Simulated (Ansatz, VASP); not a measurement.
# Sn2C in two plane-wave programs, part 2 of 2

Aim: how closely do two programs agree when they are given the same cell, functional and k mesh? The cell is generated by rule, not measured, and may not be a known phase. The cell is taken from a series of runs on this material, whose earlier steps may have relaxed, scaled, displaced or heated it; both programs get it as it stands.

VASP 6.6.1 and Ansatz 0.2.0.

So far. Step 2 (VASP: single point, PBEsol, pair 1): The run ends at a pressure of 2.05 GPa, with forces up to 1.2 eV/Å. Step 3 (Ansatz: single point, PBEsol, pair 1): The run ends at a pressure of 2.17 GPa, with forces up to 1.3 eV/Å.

The structure was built from a prototype and need not be the compound's stable phase.

**5. Ansatz: single point, PBEsol, pair 2**

Level of this step: Ansatz beside VASP: Kohn-Sham DFT, plane waves, PBEsol (Ansatz).

A single point gives forces, pressure and levels at one fixed geometry, so differences don't come from the geometry; what else differs is listed under the comparison.

The cell is taken from a series of runs on this material, whose earlier steps may have relaxed, scaled, displaced or heated it; both programs get it as it stands.

The input, input.yaml:

```yaml
crystal:
  lattice:
    - [-5.0213021337, 0.0, 0.0]
    - [0.0, -5.0213021337, -5.0213021337]
    - [0.0, -5.0213021337, 5.0213021337]
  atoms:
    - { symbol: C, position: [0.0, 0.5448090941, 0.5448090941] }
    - { symbol: C, position: [0.0, -0.0448090941, -0.0448090941] }
    - { symbol: C, position: [0.5, -0.0448090941, 0.5448090941] }
    - { symbol: C, position: [0.5, 0.5448090941, -0.0448090941] }
    - { symbol: Sn, position: [0.75, 0.25, 0.4804764824] }
    - { symbol: Sn, position: [0.75, 0.75, 0.0195235176] }
    - { symbol: Sn, position: [0.25, 0.0195235176, 0.25] }
    - { symbol: Sn, position: [0.25, 0.4804764824, 0.75] }
    - { symbol: Sn, position: [0.25, 0.0195235176, 0.75] }
    - { symbol: Sn, position: [0.25, 0.4804764824, 0.25] }
    - { symbol: Sn, position: [0.75, 0.75, 0.4804764824] }
    - { symbol: Sn, position: [0.75, 0.25, 0.0195235176] }
kpoints:
  mp_grid: { grid: [8, 6, 6] }
hamiltonian:
  xc: pbesol
scf:
  occupations: { method: methfessel_paxton, width: 0.2 }
output:
  forces: true
  stress: true
  eigenvalues: true
```

The run is started by

```sh
$ ansatz run input.yaml --threads 8 --pin off --max-ram 14336MiB --backend cpu --events-out ev --progress --plain --runs-dir out
```

Numbers of over 12 decimals in the logs are rounded to 6 here.

The log of the run:

```text
[...]
Crystal: 12 atoms, lattice volume = 253.209 Å³
Basis set: ecut = 420 eV, 4981 PW (Γ), exchange–correlation on 72×96×96 points (8 copies of the dense FFT grid, shifted against one another)
Bands: 77, of which v1, the nominal top of the filled ones, is band 64 counted from 1 (63 counted from 0)
Symmetry: 8 space group operations
[...]
k-points: 50 of 288 (time reversal used)
[...]
k-point 0: bands = [... 60 lower, 8.0806, 8.1504, 9.1243, 10.6930, 11.3659, 11.3659, 11.5199, 11.7297, ... 9 higher]
  k-point 1: bands = [... 60 lower, 8.3173, 8.3877, 9.3013, 10.2551, 10.7262, 10.8252, 11.5076, 11.6081, ... 9 higher]
  k-point 2: bands = [... 60 lower, 8.6674, 8.9056, 9.4800, 9.7321, 9.7615, 10.2685, 11.1874, 11.3571, ... 9 higher]
  k-point 49: bands = [... 60 lower, 8.2567, 8.3699, 8.9717, 8.9717, 11.4793, 11.5346, 11.5346, 11.9991, ... 9 higher]
[key lines of the parts left out:]
SCF converged after 8 iterations
Free energy (F): -48570.205634 eV
Fermi energy:    9.979703 eV
P = ⅓ Tr σ = 3.5754 GPa (35.754 kbar)
```

The run ends at a pressure of 3.58 GPa, with forces up to 1.8 eV/Å.

**6. VASP: single point, PBEsol, pair 2**

The same cell, functional, mesh and smearing now go to VASP, with its own data sets.

The input, INCAR:

```
SYSTEM = Sn2C
PREC = Accurate
ENCUT = 600
EDIFF = 1E-06
NELM = 120
ISMEAR = 1
SIGMA = 0.2
LREAL = .FALSE.
ALGO = Normal
GGA = PS
NBANDS = 79
LORBIT = 11
LWAVE = .FALSE.
LCHARG = .FALSE.
ISIF = 2
LASPH = .TRUE.
GGA_COMPAT = .FALSE.
KPAR = 2
```

The input, POSCAR:

```
Sn2C
1.0
   -5.0213021337      0.0000000000      0.0000000000
    0.0000000000     -5.0213021337     -5.0213021337
    0.0000000000     -5.0213021337      5.0213021337
C Sn
4 8
Direct
    0.0000000000      0.5448090941      0.5448090941
    0.0000000000      0.9551909059      0.9551909059
    0.5000000000      0.9551909059      0.5448090941
    0.5000000000      0.5448090941      0.9551909059
    0.7500000000      0.2500000000      0.4804764824
    0.7500000000      0.7500000000      0.0195235176
    0.2500000000      0.0195235176      0.2500000000
    0.2500000000      0.4804764824      0.7500000000
    0.2500000000      0.0195235176      0.7500000000
    0.2500000000      0.4804764824      0.2500000000
    0.7500000000      0.7500000000      0.4804764824
    0.7500000000      0.2500000000      0.0195235176
```

The input, KPOINTS:

```
Automatic mesh
0
Gamma
8 6 6
0 0 0
```

Potentials, in the order of the species: C and Sn_d (PBE family, release 64).

The run is started by

```sh
$ mpirun -np 2 vasp_std
```

The log of the run:

```text
[banner, memory and clock lines left out]
running    2 mpi-ranks, on    1 nodes
[...]
[... a notice as in an earlier step ...]

 LDA part: xc-table for (Slater+PW92), standard interpolation
 POSCAR, INCAR and KPOINTS ok, starting setup
[...]
entering main loop
       N       E                     dE             d eps       ncg     rms          rms(c)
DAV:   1     0.173866463729E+04    0.17387E+04   -0.62597E+04  8475   0.270E+03
DAV:   2     0.296378150060E+03   -0.14423E+04   -0.13979E+04  7900   0.795E+02
DAV:   3    -0.294007356363E+02   -0.32578E+03   -0.31059E+03  8353   0.268E+02
DAV:   4    -0.658220414182E+02   -0.36421E+02   -0.34889E+02  9513   0.859E+01
[...]
DAV:  12    -0.579129932531E+02    0.38049E-04   -0.29863E-04 10360   0.714E-02    0.356E-02
DAV:  13    -0.579129873211E+02    0.59320E-05   -0.40045E-05  9714   0.429E-02    0.698E-03
DAV:  14    -0.579129870564E+02    0.26468E-06   -0.24546E-06  6210   0.736E-03
   1 F= -.57912987E+02 E0= -.57912456E+02  d E =-.159179E-02
```

Parts of OUTCAR (step 6):

```text
  Total        8.5343811      3.7423490      3.7423490      0.0000000      0.0000000      0.0000000
  in kB       54.0012181     23.6796793     23.6796793      0.0000000      0.0000000      0.0000000
  external PRESSURE =      33.7868589 kB  Pullay stress =       0.0000000 kB

 POSITION                                       TOTAL-FORCE (eV/Angst)
 -----------------------------------------------------------------------------------
      0.00000     -5.47130      0.00000         0.000000      1.716166      0.000000
      0.00000     -9.59260      0.00000        -0.000000     -1.716166      0.000000
     -2.51065     -7.53195     -2.06065        -0.000000      0.000000     -1.716166
     -2.51065     -7.53195      2.06065         0.000000      0.000000      1.716166
     -3.76598     -3.66794      1.15729         0.000000     -0.067289      0.067289
     -3.76598     -3.86401     -3.66794         0.000000     -1.120618      1.120618
     -1.25533     -1.35336      1.15729         0.000000      0.067289      0.067289
     -1.25533     -6.17859      1.35336         0.000000      1.120618      1.120618
     -1.25533     -3.86401      3.66794         0.000000     -1.120618     -1.120618
     -1.25533     -3.66794     -1.15729         0.000000     -0.067289     -0.067289
     -3.76598     -6.17859     -1.35336         0.000000      1.120618     -1.120618
     -3.76598     -1.35336     -1.15729         0.000000      0.067289     -0.067289
 -----------------------------------------------------------------------------------
    total drift:                               -0.000000     -0.000000      0.000000

  FREE ENERGIE OF THE ION-ELECTRON SYSTEM (eV)
  ---------------------------------------------------
  free  energy   TOTEN  =       -57.9129870564 eV

  energy  without entropy=      -57.9113952617  energy(sigma->0) =      -57.91245646

[... 2 parts as in an earlier step ...]

[... 1 further part left out ...]
[key lines of the parts left out:]
E-fermi :   7.2929
```

The run ends at a pressure of 3.38 GPa, with forces up to 1.7 eV/Å.

**7. Side by side**

Compared:

```tsv
quantity	Ansatz	VASP	difference
pressure (GPa)	3.58	3.38	+0.20
```

Forces on 7 of the 12 atoms, those with the largest forces and the largest differences (eV/Å; atoms numbered as in POSCAR):

```tsv
atom	Ansatz x, y, z	VASP x, y, z
C1	0.000, 1.758, 0.000	0.000, 1.716, 0.000
C2	0.000, -1.758, 0.000	0.000, -1.716, 0.000
C3	0.000, 0.000, -1.758	0.000, 0.000, -1.716
C4	0.000, 0.000, 1.758	0.000, 0.000, 1.716
Sn6	0.000, -1.137, 1.137	0.000, -1.121, 1.121
Sn9	0.000, -1.137, -1.137	0.000, -1.121, -1.121
Sn11	0.000, 1.137, -1.137	0.000, 1.121, -1.121
```

The forces differ by 16 meV/Å r.m.s., which is 2.0 % of the r.m.s. force of 0.779 eV/Å (both taken over all components).

**8. VASP: single point, PBEsol, pair 3**

A single point gives forces, pressure and levels at one fixed geometry, so differences don't come from the geometry; what else differs is listed under the comparison.

INCAR is that of step 6.

The input, POSCAR:

```
Sn2C
1.0
    5.0213021337      5.0213021337      0.0000000000
    5.0213021337      0.0000000000      5.0213021337
    5.0213021337      0.0000000000     -5.0213021337
C Sn
4 8
Direct
    0.0079660612      0.9960169694      0.9960169694
    0.9920339388      0.5039830306      0.5039830306
    0.5079660612      0.2460169694      0.7460169694
    0.4920339388      0.7539830306      0.2539830306
    0.2470948817      0.1299905665      0.8764525592
    0.2529051183      0.6200094334      0.3735474408
    0.7470948817      0.1264525591      0.8799905666
    0.7529051183      0.6235474408      0.3700094334
    0.2470948817      0.6229145517      0.8764525592
    0.2529051183      0.1270854482      0.3735474408
    0.7470948817      0.1264525591      0.3729145517
    0.7529051183      0.6235474408      0.8770854482
```

The input, KPOINTS:

```
Automatic mesh
0
Gamma
8 8 8
0 0 0
```

The run is started by

```sh
$ mpirun -np 2 vasp_std
```

The log of the run:

```text
[... set-up lines as in an earlier step ...]
 entering main loop
       N       E                     dE             d eps       ncg     rms          rms(c)
DAV:   1     0.173683707985E+04    0.17368E+04   -0.63114E+04 10088   0.272E+03
DAV:   2     0.293741723706E+03   -0.14431E+04   -0.13986E+04  9322   0.798E+02
DAV:   3    -0.294345590731E+02   -0.32318E+03   -0.30897E+03  9946   0.267E+02
DAV:   4    -0.632066072203E+02   -0.33772E+02   -0.32515E+02 11197   0.839E+01
[...]
DAV:  13    -0.583776211821E+02    0.71939E-05   -0.13018E-05  9474   0.167E-02    0.171E-02
DAV:  14    -0.583776174715E+02    0.37105E-05   -0.81294E-06  9194   0.105E-02    0.750E-03
DAV:  15    -0.583776174682E+02    0.32796E-08   -0.10575E-06  6244   0.428E-03
   1 F= -.58377617E+02 E0= -.58374754E+02  d E =-.859151E-02
```

Parts of OUTCAR (step 8):

```text
  Total       -0.0202127     -0.3159299     -0.0202127      0.0000000      0.0000000      0.0000000
  in kB       -0.1278957     -1.9990435     -0.1278957      0.0000000      0.0000000      0.0000000
  external PRESSURE =      -0.7516116 kB  Pullay stress =       0.0000000 kB

 POSITION                                       TOTAL-FORCE (eV/Angst)
 -----------------------------------------------------------------------------------
     10.04260      0.04000      0.00000        -0.000000     -0.001511     -0.000000
     10.04260      4.98130      0.00000        -0.000000      0.001511     -0.000000
      7.53195      2.55065     -2.51065        -0.000000     -0.001511     -0.000000
      7.53195      2.47065      2.51065        -0.000000      0.001511     -0.000000
      6.29439      1.24074     -3.74821         0.130845     -0.088434      0.130845
      6.25886      1.26991      1.23756        -0.130845      0.088434     -0.130845
      8.80504      3.75139     -3.78374         0.130845     -0.088434     -0.130845
      8.76951      3.78056      1.27309        -0.130845      0.088434      0.130845
      8.76951      1.24074     -1.27309        -0.130845     -0.088434     -0.130845
      3.78374      1.26991     -1.23756         0.130845      0.088434      0.130845
      6.25886      3.75139     -1.23756        -0.130845     -0.088434      0.130845
     11.31570      3.78056     -1.27309         0.130845      0.088434     -0.130845
 -----------------------------------------------------------------------------------
    total drift:                                0.000001      0.000000      0.000001

  FREE ENERGIE OF THE ION-ELECTRON SYSTEM (eV)
  ---------------------------------------------------
  free  energy   TOTEN  =       -58.3776174682 eV

  energy  without entropy=      -58.3690259575  energy(sigma->0) =      -58.37475363

[... 3 further parts left out ...]
[key lines of the parts left out:]
E-fermi :   7.3758
```

The run ends at a pressure of -0.08 GPa, with forces up to 0.21 eV/Å.

**9. Ansatz: single point, PBEsol, pair 3**

The same cell, functional, mesh and smearing now go to Ansatz, which takes its cutoff from its data sets.

The cell is taken from a series of runs on this material, whose earlier steps may have relaxed, scaled, displaced or heated it; both programs get it as it stands.

The input, input.yaml:

```yaml
crystal:
  lattice:
    - [5.0213021337, 5.0213021337, 0.0]
    - [5.0213021337, 0.0, 5.0213021337]
    - [5.0213021337, 0.0, -5.0213021337]
  atoms:
    - { symbol: C, position: [0.0079660612, -0.0039830306, -0.0039830306] }
    - { symbol: C, position: [-0.0079660612, 0.5039830306, 0.5039830306] }
    - { symbol: C, position: [0.5079660612, 0.2460169694, 0.7460169694] }
    - { symbol: C, position: [0.4920339388, 0.7539830306, 0.2539830306] }
    - { symbol: Sn, position: [0.2470948817, 0.1299905665, 0.8764525591] }
    - { symbol: Sn, position: [0.2529051183, 0.6200094335, 0.3735474409] }
    - { symbol: Sn, position: [0.7470948817, 0.1264525591, 0.8799905665] }
    - { symbol: Sn, position: [0.7529051183, 0.6235474409, 0.3700094335] }
    - { symbol: Sn, position: [0.2470948817, 0.6229145517, 0.8764525591] }
    - { symbol: Sn, position: [0.2529051183, 0.1270854483, 0.3735474409] }
    - { symbol: Sn, position: [0.7470948817, 0.1264525591, 0.3729145517] }
    - { symbol: Sn, position: [0.7529051183, 0.6235474409, 0.8770854483] }
kpoints:
  mp_grid: { grid: [8, 8, 8] }
hamiltonian:
  xc: pbesol
scf:
  occupations: { method: methfessel_paxton, width: 0.2 }
output:
  forces: true
  stress: true
  eigenvalues: true
```

The run is started by

```sh
$ ansatz run input.yaml --threads 8 --pin off --max-ram 14336MiB --backend cpu --events-out ev --progress --plain --runs-dir out
```

The log of the run:

```text
[...]
Crystal: 12 atoms, lattice volume = 253.209 Å³
Basis set: ecut = 420 eV, 4957 PW (Γ), exchange–correlation on 96×96×96 points (8 copies of the dense FFT grid, shifted against one another)
Bands: 77, of which v1, the nominal top of the filled ones, is band 64 counted from 1 (63 counted from 0)
Symmetry: 16 space group operations
[...]
k-points: 59 of 512
[...]
k-point 0: bands = [... 60 lower, 9.5978, 9.6082, 10.1700, 11.2751, 11.2751, 11.3026, 11.8035, 11.8099, ... 9 higher]
  k-point 1: bands = [... 60 lower, 9.5503, 9.5569, 10.7729, 11.1323, 11.1635, 11.2364, 11.2401, 11.3126, ... 9 higher]
  k-point 2: bands = [... 60 lower, 9.4141, 9.4194, 10.3849, 10.4870, 10.5088, 10.9581, 10.9760, 11.1419, ... 9 higher]
  k-point 58: bands = [... 60 lower, 8.9829, 8.9829, 9.7215, 9.7215, 10.6400, 10.6400, 11.4763, 11.4763, ... 9 higher]
[key lines of the parts left out:]
SCF converged after 7 iterations
Free energy (F): -48570.702883 eV
Fermi energy:    10.063686 eV
P = ⅓ Tr σ = -0.0256 GPa (-0.256 kbar)
```

The run ends at a pressure of -0.03 GPa, with forces up to 0.21 eV/Å.

**10. Side by side**

Compared:

```tsv
quantity	Ansatz	VASP	difference
pressure (GPa)	-0.03	-0.08	+0.05
```

Forces on 7 of the 12 atoms, those with the largest forces and the largest differences (eV/Å; atoms numbered as in POSCAR):

```tsv
atom	Ansatz x, y, z	VASP x, y, z
Sn5	0.132, -0.089, 0.132	0.131, -0.088, 0.131
Sn7	0.132, -0.089, -0.132	0.131, -0.088, -0.131
Sn8	-0.132, 0.089, 0.132	-0.131, 0.088, 0.131
Sn9	-0.132, -0.089, -0.132	-0.131, -0.088, -0.131
Sn10	0.132, 0.089, 0.132	0.131, 0.088, 0.131
Sn11	-0.132, -0.089, 0.132	-0.131, -0.088, 0.131
Sn12	0.132, 0.089, -0.132	0.131, 0.088, -0.131
```

The forces differ by 0.8 meV/Å r.m.s., which is 0.9 % of the r.m.s. force of 0.097 eV/Å (both taken over all components).

**11. Results**

| Quantity | Value |
| --- | --- |
| r.m.s. force difference (single point, PBEsol, pair 1) | 2.1 % of the r.m.s. force |
| r.m.s. force difference (single point, PBEsol, pair 2) | 2.0 % of the r.m.s. force |
| r.m.s. force difference (single point, PBEsol, pair 3) | 0.84 meV/Å |

**Reading.** The r.m.s. force difference is 2.1 % of the r.m.s. force (single point, PBEsol, pair 1), within the 3 % picked in this series as the mark of a large difference. 2 further runs of this series are not shown here. Such differences can come from data sets, numerical settings and the points named under the comparisons, not from the functional's error against experiment.

[Lines on the potential files, build, host, timing and source positions are cut from VASP's logs without a mark.]

[Logs are printed without paths, hosts, clocks, repeated set-up lines and the standing remarks that a program may print on its own settings, such as how far it seeks lower states.]

[Hosts, paths, dates, database ids (printed as entryN), source tags and the programs' standing remarks are cut or masked in the printed files.]
